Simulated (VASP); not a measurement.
# MgCd2S3 (P3m1) in VASP: further runs, part 2 of 2

VASP 6.6.1. Earlier steps stand in the parts before.

### Step 3. Relaxation of cell and atoms, PBE

Contents of INCAR:

```
  PREC = Accurate
  ENCUT = 520
  EDIFF = 1E-7
  ISMEAR = 0
  SIGMA = 0.03
  LREAL = F
  LASPH = T
  NELM = 120
  ALGO = Normal
  ISIF = 3
  LWAVE = F
  LCHARG = F
  GGA = PE
  IBRION = 2
  NSW = 60
  EDIFFG = -0.005
  POTIM = 0.3
  KPAR = 4
```

Contents of KPOINTS:

```
Automatic mesh
0
Gamma
  8 8 4
```

Contents of POSCAR:

```
MgCd2S3                                 
1.0
    4.1433965333     -0.0000000000     -0.0000000000
   -2.0716982666      3.5882866517      0.0000000000
    0.0000000000     -0.0000000000     10.1278265884
  Mg              Cd              S             
     1     2     3
Direct
     0.0000000000000000    1.0000000000000000    0.9976916620151378
     0.3333333300000021    0.6666666699999979    0.3297297632212897
     0.6666666699999979    0.3333333300000021    0.6722538651861486
     0.0000000000000000    0.0000000000000000    0.2408735830624700
     0.6666666699999979    0.3333333300000021    0.9261735737364810
     0.3333333300000021    0.6666666699999979    0.5831292927784697
```

Potentials or basis: VASP PAW PBE potentials, release 64 (Mg, Cd, S).

Run with:

```bash
$ cat potpaw_PBE.64/Mg/POTCAR potpaw_PBE.64/Cd/POTCAR potpaw_PBE.64/S/POTCAR > POTCAR
$ mpirun -np 4 vasp_std > vasp.out
```

OUTCAR:

```text
PREC = Accurate
   ENCUT = 520
   EDIFF = 1E-7
   ISMEAR = 0
   LREAL = F
   LASPH = T
   NELM = 120
   ISIF = 3
   GGA = PE
   IBRION = 2
   NSW = 60
   EDIFFG = -0.005
   POTIM = 0.3

 ion  position               nearest neighbor table
   1  0.000  0.000  0.998-   4 2.46   5 2.50   5 2.50   5 2.50
   2  0.333  0.667  0.330-   4 2.56   4 2.56   4 2.56   6 2.57
   3  0.667  0.333  0.672-   6 2.56   6 2.56   6 2.56   5 2.57
   4  0.000  0.000  0.241-   1 2.46   2 2.56   2 2.56   2 2.56
   5  0.667  0.333  0.926-   1 2.50   1 2.50   1 2.50   3 2.57
   6  0.333  0.667  0.583-   3 2.56   3 2.56   3 2.56   2 2.57

  LATTYP: Found a hexagonal cell.
 ALAT       =     4.1433965333
 C/A-ratio  =     2.4443295511

  Lattice vectors:

 A1 = (   4.1433965333,   0.0000000000,   0.0000000000)
 A2 = (  -2.0716982666,   3.5882866517,   0.0000000000)
 A3 = (   0.0000000000,   0.0000000000,  10.1278265884)

Analysis of symmetry for initial positions (statically):
=====================================================================
 Subroutine PRICEL returns:
 Original cell was already a primitive cell.

 Routine SETGRP: Setting up the symmetry group for a
 hexagonal supercell.

 Subroutine GETGRP returns: Found  6 space group operations
 (whereof  6 operations were pure point group operations)
 out of a pool of 24 trial point group operations.

The static configuration has the point symmetry C_3v.

Analysis of symmetry for dynamics (positions and initial velocities):
=====================================================================
 Subroutine PRICEL returns:
 Original cell was already a primitive cell.

 Routine SETGRP: Setting up the symmetry group for a
 hexagonal supercell.

 Subroutine GETGRP returns: Found  6 space group operations
[... 136 lines left out ...]
   GGA     = PE    functional components
   LHFCALC =     F    Hartree Fock is set to
   AEXX    =    0.0000 exact exchange contribution
   IVDW    =     0    specifies the selected vdW correction
   LEPSILON=     F    determine dielectric tensor
   LRPA    =     F    only Hartree local field effects (RPA)
 conjugate gradient relaxation of ions
 non-spin polarized calculation
 Gauss-broadening in eV      SIGMA  =   0.03
  energy-cutoff  :      520.00
  volume of cell :      150.58
 maximum number of plane-waves:      4082
 NGX is ok and might be reduce to    32
   NGX = 15   NGY = 15   NGZ = 37

--------------------------------------- Ionic step        1  -------------------------------------------

 number of electron      44.0000000 magnetization

 Free energy of the ion-electron system (eV)
  ---------------------------------------------------
  ext. energy  EPLUGINS =         0.00000000
  ---------------------------------------------------
  free energy    TOTEN  =       -20.73978924 eV

  energy without entropy =      -20.73978924  energy(sigma->0) =      -20.73978924

------------------------ aborting loop because EDIFF is reached ----------------------------------------

  FORCE on cell =-STRESS in cart. coord.  units (eV):
  Direction    XX          YY          ZZ          XY          YZ          ZX
  --------------------------------------------------------------------------------------
  -------------------------------------------------------------------------------------
  Total        0.0024923      0.0024923      0.0045439      0.0000000      0.0000000      0.0000000
  in kB        0.0265181      0.0265181      0.0483478      0.0000000      0.0000000      0.0000000
  external PRESSURE =       0.0337947 kB  Pullay stress =       0.0000000 kB
[... 67 lines left out ...]
--------------------------------------- Ionic step        3  -------------------------------------------

 number of electron      44.0000000 magnetization

 Free energy of the ion-electron system (eV)
  ---------------------------------------------------
  ext. energy  EPLUGINS =         0.00000000
  ---------------------------------------------------
  free energy    TOTEN  =       -20.73980136 eV

  energy without entropy =      -20.73980136  energy(sigma->0) =      -20.73980136

 E-fermi :   1.2243     XC(G=0):  -8.7349

 val. band max:        1.0786787968   @ k =   0.0000   0.0000   0.0000
 cond. band min:       2.5994307190   @ k =   0.0000   0.0000   0.0000
 fundamental gap:      1.5207519223
 Fermi energy:         1.2243348518

 k-point     1 :       0.0000    0.0000    0.0000
  band No.  band energies     occupation
      1     -10.8980      2.00000
      2     -10.6307      2.00000
      3     -10.4155      2.00000
      4      -6.3838      2.00000
      5      -6.3838      2.00000
      6      -6.3153      2.00000
[... 685 lines left out ...]
     25       6.1129      0.00000
     26       6.6516      0.00000

 [... further k-points ...]

------------------------ aborting loop because EDIFF is reached ----------------------------------------

  FORCE on cell =-STRESS in cart. coord.  units (eV):
  Direction    XX          YY          ZZ          XY          YZ          ZX
  --------------------------------------------------------------------------------------
  -------------------------------------------------------------------------------------
  Total       -0.0141518     -0.0141518      0.0138866     -0.0000000      0.0000000     -0.0000000
  in kB       -0.1505505     -0.1505505      0.1477293     -0.0000000      0.0000000     -0.0000000
  external PRESSURE =      -0.0511239 kB  Pullay stress =       0.0000000 kB
[... 21 lines left out ...]
  FREE ENERGIE OF THE ION-ELECTRON SYSTEM (eV)
  ---------------------------------------------------
  free  energy   TOTEN  =       -20.7398013568 eV

  energy  without entropy=      -20.7398013568  energy(sigma->0) =      -20.73980136

 reached required accuracy - stopping structural energy minimisation
```

OSZICAR:

```text
N       E                     dE             d eps       ncg     rms          rms(c)
DAV:   1     0.292554117272E+03    0.29255E+03   -0.20666E+04  1820   0.150E+03
DAV:   2    -0.276398365387E+01   -0.29532E+03   -0.29057E+03  2220   0.339E+02
DAV:   3    -0.221595654134E+02   -0.19396E+02   -0.19342E+02  2100   0.862E+01
[... 23 lines left out ...]
DAV:   2    -0.207398033706E+02    0.56571E-06   -0.70046E-05  2140   0.602E-02    0.102E-02
DAV:   3    -0.207398024687E+02    0.90190E-06   -0.21975E-06  2246   0.117E-02    0.736E-03
DAV:   4    -0.207398017650E+02    0.70369E-06   -0.69970E-07  2150   0.510E-03    0.290E-03
DAV:   5    -0.207398014520E+02    0.31297E-06   -0.79513E-08  1016   0.206E-03    0.885E-04
DAV:   6    -0.207398013568E+02    0.95197E-07   -0.14575E-08   976   0.905E-04
   3 F= -.20739801E+02 E0= -.20739801E+02  d E =-.121122E-04
```

Wall time 61 s (4 MPI ranks of Intel Xeon Platinum 8488C (Sapphire Rapids), shared host); peak memory 0.36 GiB.

What came out:

```
Free energy                            : -20.7398 eV
Relaxed volume                         : 25.10 Å³/atom
Relaxed cell                           : a = 4.144 Å, b = 4.144 Å, c = 10.129 Å, α = 90.00°, β = 90.00°, γ = 120.00°
Space group after relaxing (to 0.05 Å) : P3m1 (No. 156)
Energy gained by relaxing              : 0.0 meV/atom
Ionic steps                            : 3
Pressure after relaxing                : 0.0 GPa
Band gap on the k mesh                 : 1.52 eV, direct
```

Forces in eV/Å, atoms in the order of the input:
```
Mg   0.000  0.000  0.002
Cd   0.000  0.000  0.000
Cd   0.000  0.000 -0.003
S    0.000  0.000  0.002
S    0.000  0.000 -0.001
S    0.000  0.000 -0.001
```

Final structure:
```cif
data_structure
_symmetry_space_group_name_H-M 'P 1'
_symmetry_Int_Tables_number 1
_cell_length_a 4.1436
_cell_length_b 4.1436
_cell_length_c 10.1287
_cell_angle_alpha 90.000
_cell_angle_beta 90.000
_cell_angle_gamma 120.000
_cell_volume 150.61
loop_
_atom_site_label
_atom_site_type_symbol
_atom_site_fract_x
_atom_site_fract_y
_atom_site_fract_z
_atom_site_occupancy
Mg1 Mg 0.00000 0.00000 0.99779 1
Cd1 Cd 0.33333 0.66667 0.32977 1
Cd2 Cd 0.66667 0.33333 0.67227 1
S1 S 0.00000 0.00000 0.24088 1
S2 S 0.66667 0.33333 0.92609 1
S3 S 0.33333 0.66667 0.58305 1
```

### Step 4. Single point, r2SCAN

Contents of INCAR:

```
SYSTEM = MgCd2S3
PREC = Accurate
ENCUT = 520
EDIFF = 1E-6
ISMEAR = 0
SIGMA = 0.03
LREAL = .False.
LASPH = .True.
NELM = 150
ALGO = Normal
ISIF = 2
LWAVE = .False.
LCHARG = .False.
METAGGA = R2SCAN
LMIXTAU = .True.
NBANDS = 31
KPAR = 4
```

Contents of KPOINTS:

```
regular mesh
0
Gamma
  8 8 4
  0 0 0
```

Contents of POSCAR:

```
MgCd2S3                                 
1.0
    4.1435958022      0.0000000000      0.0000000000
   -2.0717979011      3.5884592237      0.0000000000
    0.0000000000      0.0000000000     10.1287146311
  Mg              Cd              S             
     1     2     3
Direct
     0.0000000000000000    0.0000000000000000    0.9977873025266945
     0.3333333300000021    0.6666666699999979    0.3297695408897903
     0.6666666699999979    0.3333333300000021    0.6722712977035775
     0.0000000000000000    0.0000000000000000    0.2408783456989237
     0.6666666699999979    0.3333333300000021    0.9260902412020616
     0.3333333300000021    0.6666666699999979    0.5830550119789564
```

Potentials or basis: VASP PAW PBE potentials, release 64 (Mg, Cd, S).

Run with:

```bash
$ cat potpaw_PBE.64/Mg/POTCAR potpaw_PBE.64/Cd/POTCAR potpaw_PBE.64/S/POTCAR > POTCAR
$ mpirun -np 4 vasp_std > vasp.out
```

OUTCAR:

```text
SYSTEM = MgCd2S3
   PREC = Accurate
   ENCUT = 520
   EDIFF = 1E-6
   ISMEAR = 0
   LREAL = .False.
   LASPH = .True.
   NELM = 150
   ISIF = 2
   METAGGA = R2SCAN

 ion  position               nearest neighbor table
   1  0.000  0.000  0.998-   4 2.46   5 2.50   5 2.50   5 2.50
   2  0.333  0.667  0.330-   4 2.56   4 2.56   4 2.56   6 2.57
   3  0.667  0.333  0.672-   6 2.56   6 2.56   6 2.56   5 2.57
   4  0.000  0.000  0.241-   1 2.46   2 2.56   2 2.56   2 2.56
   5  0.667  0.333  0.926-   1 2.50   1 2.50   1 2.50   3 2.57
   6  0.333  0.667  0.583-   3 2.56   3 2.56   3 2.56   2 2.57

  LATTYP: Found a hexagonal cell.
 ALAT       =     4.1435958022
 C/A-ratio  =     2.4444263183

  Lattice vectors:

 A1 = (   4.1435958022,   0.0000000000,   0.0000000000)
 A2 = (  -2.0717979011,   3.5884592237,   0.0000000000)
 A3 = (   0.0000000000,   0.0000000000,  10.1287146311)

Analysis of symmetry for initial positions (statically):
=====================================================================
 Subroutine PRICEL returns:
 Original cell was already a primitive cell.

[... 183 lines left out ...]
 fundamental gap:      1.9850970980
 Fermi energy:         0.9925664579

 k-point     1 :       0.0000    0.0000    0.0000
  band No.  band energies     occupation
      1     -11.6586      2.00000
      2     -11.3875      2.00000
      3     -11.1730      2.00000
      4      -6.8824      2.00000
      5      -6.8823      2.00000
      6      -6.8044      2.00000
[... 805 lines left out ...]
     30       8.7255      0.00000
     31       8.9857      0.00000

 [... further k-points ...]

------------------------ aborting loop because EDIFF is reached ----------------------------------------

  FORCE on cell =-STRESS in cart. coord.  units (eV):
  Direction    XX          YY          ZZ          XY          YZ          ZX
  --------------------------------------------------------------------------------------
  -------------------------------------------------------------------------------------
  Total       -1.3359776     -1.3359776     -1.2729184      0.0000000      0.0000000      0.0000000
  in kB      -14.2124851    -14.2124851    -13.5416449      0.0000000      0.0000000      0.0000000
  external PRESSURE =     -13.9888717 kB  Pullay stress =       0.0000000 kB

 VOLUME and BASIS-vectors are now :
 -----------------------------------------------------------------------------
  energy-cutoff  :      520.00
  volume of cell :      150.61
      direct lattice vectors                 reciprocal lattice vectors
     4.143595802  0.000000000  0.000000000     0.241336281  0.139335567  0.000000000
    -2.071797901  3.588459224  0.000000000     0.000000000  0.278671134  0.000000000
     0.000000000  0.000000000 10.128714631     0.000000000  0.000000000  0.098729211

 POSITION                                       TOTAL-FORCE (eV/Angst)
 -----------------------------------------------------------------------------------
      0.00000      0.00000     10.10630        -0.000000     -0.000000      0.022119
     -0.00000      2.39231      3.34014         0.000000     -0.000000      0.004295
      2.07180      1.19615      6.80924         0.000000     -0.000000     -0.016361
      0.00000      0.00000      2.43979         0.000000     -0.000000      0.012714
      2.07180      1.19615      9.38010        -0.000000     -0.000000     -0.027601
     -0.00000      2.39231      5.90560        -0.000000      0.000000      0.004834
 -----------------------------------------------------------------------------------
    total drift:                                0.000001     -0.000001     -0.009004

  FREE ENERGIE OF THE ION-ELECTRON SYSTEM (eV)
  ---------------------------------------------------
  free  energy   TOTEN  =       -74.7827897911 eV

  energy  without entropy=      -74.7827897911  energy(sigma->0) =      -74.78278979
```

OSZICAR:

```text
N       E                     dE             d eps       ncg     rms          rms(c)
DAV:   1     0.224129884694E+03    0.22413E+03   -0.20667E+04  2210   0.128E+03
DAV:   2    -0.669001418719E+02   -0.29103E+03   -0.27800E+03  2477   0.303E+02
[... 14 lines left out ...]
DAV:  17    -0.747826778329E+02   -0.65427E-03   -0.17988E-03  2499   0.227E-01    0.962E-02
DAV:  18    -0.747826540547E+02    0.23778E-04   -0.27151E-04  2464   0.106E-01    0.722E-02
DAV:  19    -0.747826327346E+02    0.21320E-04   -0.66055E-06  2590   0.147E-02    0.749E-02
DAV:  20    -0.747826756943E+02   -0.42960E-04   -0.28561E-05  2289   0.399E-02    0.227E-02
DAV:  21    -0.747827888133E+02   -0.11312E-03   -0.10783E-04  2387   0.615E-02    0.551E-02
DAV:  22    -0.747827897911E+02   -0.97781E-06   -0.64341E-06  2600   0.172E-02
   1 F= -.74782790E+02 E0= -.74782790E+02  d E =-.359409E-18
```

stdout:

```text
POSCAR found type information on POSCAR MgCdS
 POSCAR found :  3 types and       6 ions
 scaLAPACK will be used
 -----------------------------------------------------------------------------
|                                                                             |
|                                                                             |
|     You enforced a specific xc type in the INCAR file but a different       |
|     I HOPE YOU KNOW WHAT YOU ARE DOING!                                     |
|                                                                             |
 -----------------------------------------------------------------------------

 LDA part: xc-table for (None), standard interpolation
 POSCAR, INCAR and KPOINTS ok, starting setup
 FFT: planning ... GRIDC
 FFT: planning ... GRID_SOFT
 FFT: planning ... GRID
 WAVECAR not read
 entering main loop
```

Run time: 2.7 min. Hardware: 4 MPI ranks of Intel Xeon Platinum 8488C (Sapphire Rapids), shared host; peak memory 0.39 GiB.

Results:

| Quantity | Value |
| --- | --- |
| Free energy | -74.7828 eV |
| Pressure | -1.4 GPa |
| Largest force | 0.028 eV/Å |
| Band gap on the k mesh | 1.99 eV, direct |

Forces in eV/Å, atoms in the order of the input:
```
Mg   0.000  0.000  0.022
Cd   0.000  0.000  0.004
Cd   0.000  0.000 -0.016
S    0.000  0.000  0.013
S    0.000  0.000 -0.028
S    0.000  0.000  0.005
```

Levels at points of the mesh, in eV from the valence-band top:
| k point | band 20 | band 21 | band 22 | band 23 | band 24 | band 25 |
| --- | --- | --- | --- | --- | --- | --- |
| (0.00, 0.00, 0.00) | -0.16 | 0.00 | 0.00 | 1.99 | 3.63 | 4.39 |
| (0.50, 0.00, 0.00) | -1.33 | -1.10 | -0.86 | 3.85 | 4.42 | 4.63 |
| (0.00, 0.00, 0.50) | -0.33 | -0.05 | -0.05 | 2.83 | 3.22 | 4.29 |
| (0.50, 0.00, 0.50) | -1.37 | -0.75 | -0.69 | 3.75 | 4.43 | 4.61 |

Caveat: the PAW data sets were made with another functional, which shifts forces and pressure a little. A k mesh can miss the band edges.
